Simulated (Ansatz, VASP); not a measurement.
# Bi2Se3: VASP beside Ansatz, part 2 of 2

Aim: how closely do two programs agree when they are given the same cell, functional and k mesh? The cell is taken from a series of runs on this material, whose earlier steps may have relaxed, scaled, displaced or heated it; both programs get it as it stands.

VASP 6.6.1 and Ansatz 0.2.0.

So far. Step 4 (Differences): The forces differ by 7.8 meV/Å r.m.s., which is 22.4 % of the r.m.s. force of 0.03 eV/Å (both taken over all components). A gap on the mesh is an upper bound, since the band edges may lie between its points; neither run holds spin-orbit coupling, which can move the band edges of a compound of Bi.

### Step 5. Ansatz: relaxation, PBEsol with D3(BJ)

Level of this step: Ansatz beside VASP: Kohn-Sham DFT, plane waves, PBEsol with D3(BJ) (Ansatz).

This run makes the geometry at which the two programs are then compared.

The structure compared here is the end of the Ansatz relaxation.

Input file input.yaml:

```yaml
crystal:
  lattice:
    - [4.143, 0.0, 0.0]
    - [-2.0715, 3.587943248, 0.0]
    - [0.0, 0.0, 31.5115175999]
  atoms:
    - { symbol: Se, position: [0.0, 0.0, 0.761991787] }
    - { symbol: Bi, position: [0.666666667, 0.333333333, 0.712767986] }
    - { symbol: Se, position: [0.333333333, 0.666666667, 0.651457849] }
    - { symbol: Bi, position: [0.0, 0.0, 0.590147712] }
    - { symbol: Se, position: [0.666666667, 0.333333333, 0.540923911] }
    - { symbol: Se, position: [0.333333333, 0.666666667, 0.459076089] }
    - { symbol: Bi, position: [0.0, 0.0, 0.409852288] }
    - { symbol: Se, position: [0.666666667, 0.333333333, 0.348542151] }
    - { symbol: Bi, position: [0.333333333, 0.666666667, 0.287232014] }
    - { symbol: Se, position: [0.0, 0.0, 0.238008213] }
kpoints:
  mp_grid: { grid: [6, 6, 1] }
scf:
  occupations: { method: fermi_dirac, width: 0.02 }
  n_extra_bands: 10
hamiltonian:
  xc: pbesol
  pseudopotentials: { kind: paw }
  dispersion: d3bj
output:
  forces: true
  write_potential: true
  volumetric_format: []
relax:
  f_tol: 0.03
  max_steps: 45
```

Run with:

```
$ ansatz run input.yaml --threads 4 --pin off --max-ram 11264MiB --backend cpu --events-out ev --progress --plain --runs-dir out
```

Numbers of over 12 decimals in the logs are rounded to 6 here.

Output:

```text
[...]
Crystal: 10 atoms, lattice volume = 468.414 Å³
Basis set: ecut = 420 eV, 9021 PW (Γ), exchange–correlation on 60×60×432 points (8 copies of the dense FFT grid, shifted against one another)
Bands: 88, of which v1, the nominal top of the filled ones, is band 78 counted from 1 (77 counted from 0)
Symmetry: 12 space group operations
[...]
k-points: 7 of 36
[...]
- { symbol: Se, position: [0.333333, 0.666667, 0.644296] }
    - { symbol: Bi, position: [-1.4096161678703678e-18, 0, 0.585140] }
    - { symbol: Se, position: [0.666667, 0.333333, 0.535936] }
    - { symbol: Se, position: [0.333333, 0.666667, 0.464064] }
    - { symbol: Bi, position: [1.4096161678703674e-18, 0, 0.414860] }
    - { symbol: Se, position: [0.666667, 0.333333, 0.355704] }
    - { symbol: Bi, position: [0.333333, 0.666667, 0.295933] }
    - { symbol: Se, position: [2.592414067799992e-18, 0, 0.247218] }
[key lines of the parts left out:]
SCF converged after 8 iterations
Free energy (F): -81520.285597 eV
Fermi energy:    3.158322 eV
```

### Step 6. VASP: single point, PBEsol with D3(BJ)

The same cell, functional, mesh and smearing now go to VASP, with its own data sets and cutoff.

Input file INCAR:

```
SYSTEM = Bi2Se3
PREC = Accurate
ENCUT = 400
EDIFF = 1E-06
NELM = 100
ISMEAR = -1
SIGMA = 0.02
LREAL = .FALSE.
ALGO = Normal
GGA = PS
IVDW = 12
NBANDS = 59
LORBIT = 11
LWAVE = .FALSE.
LCHARG = .FALSE.
KPAR = 4
ISIF = 0
```

Input file POSCAR:

```
Bi2Se3
1.0
    4.1430000001      0.0000000000      0.0000000000
   -2.0715000000      3.5879432479      0.0000000000
    0.0000000000      0.0000000000     31.5115175999
Se Bi
6 4
Direct
    0.0000000000      0.0000000000      0.7527817578
    0.3333333333      0.6666666667      0.6442964838
    0.6666666667      0.3333333333      0.5359361822
    0.3333333333      0.6666666667      0.4640638178
    0.6666666667      0.3333333333      0.3557035162
    0.0000000000      0.0000000000      0.2472182422
    0.6666666667      0.3333333333      0.7040665307
    0.0000000000      0.0000000000      0.5851397905
    0.0000000000      0.0000000000      0.4148602095
    0.3333333333      0.6666666667      0.2959334693
```

Input file KPOINTS:

```
Automatic mesh
0
Gamma
6 6 1
0 0 0
```

The projector-augmented-wave data sets are Se and Bi_d (PBE family, release 64).

Run with:

```
$ mpirun -np 4 vasp_std
```

Output:

```text
[banner, memory and clock lines left out]
running    4 mpi-ranks, on    1 nodes
[...]
[... a notice as in an earlier step ...]

 LDA part: xc-table for (Slater+PW92), standard interpolation
 POSCAR, INCAR and KPOINTS ok, starting setup
[...]
entering main loop
       N       E                     dE             d eps       ncg     rms          rms(c)
[... 22 cycles as in an earlier step ...]
   1 F= -.47349232E+02 E0= -.47349231E+02  d E =-.102141E-05
```

OUTCAR, selected parts (step 6):

```text
 Edisp (eV)   -3.39404

 POSITION                                       TOTAL-FORCE (eV/Angst)
 -----------------------------------------------------------------------------------
      0.00000      0.00000     23.72130         0.000000      0.000000      0.015057
     -0.00000      2.39196     20.30276         0.000000      0.000000     -0.005066
      2.07150      1.19598     16.88816         0.000000     -0.000000     -0.036191
     -0.00000      2.39196     14.62336         0.000000      0.000000      0.036191
      2.07150      1.19598     11.20876         0.000000      0.000000      0.005066
      0.00000      0.00000      7.79022         0.000000     -0.000000     -0.015057
      2.07150      1.19598     22.18620        -0.000000      0.000000     -0.009321
      0.00000      0.00000     18.43864         0.000000      0.000000      0.017562
      0.00000      0.00000     13.07287        -0.000000     -0.000000     -0.017562
     -0.00000      2.39196      9.32531         0.000000      0.000000      0.009321
 -----------------------------------------------------------------------------------
    total drift:                               -0.000000      0.000000      0.000000

  FREE ENERGIE OF THE ION-ELECTRON SYSTEM (eV)
  ---------------------------------------------------
  free  energy   TOTEN  =       -47.3492318309 eV

  energy  without entropy=      -47.3492308095  energy(sigma->0) =      -47.34923132

[... 2 parts as in an earlier step ...]

[... 1 further part left out ...]
[key lines of the parts left out:]
E-fermi :   0.6685
```

### Step 7. Side by side

The two programs side by side:

| quantity | Ansatz | VASP | difference |
| --- | --- | --- | --- |
| gap on the k mesh (eV) | 0.411 | 0.404 | +0.006 |

At this near-relaxed geometry the largest component of a force difference is 19 meV/Å. A gap on the mesh is an upper bound, since the band edges may lie between its points; neither run holds spin-orbit coupling, which can move the band edges of a compound of Bi.

### Step 8. What came out

```
r.m.s. force difference (single point, PBEsol)                     : 7.8 meV/Å
difference in gap on the k mesh (single point, PBEsol with D3(BJ)) : 0.0064 eV
r.m.s. force difference (single point, PBEsol with D3(BJ))         : 7.8 meV/Å
```

In words: The r.m.s. force difference is 7.8 meV/Å (single point, PBEsol with D3(BJ)), within the 12 meV/Å picked in this series as the mark of a large difference. How closely two codes agree says nothing of how well the functional describes the real material.

[Lines on the potential files, build, host, timing and source positions are cut from VASP's logs without a mark.]

[Logs are printed without paths, hosts, clocks, repeated set-up lines and the standing remarks that a program may print on its own settings, such as how far it seeks lower states.]

[Hosts, paths, dates, database ids (printed as entryN), source tags and the programs' standing remarks are cut or masked in the printed files.]
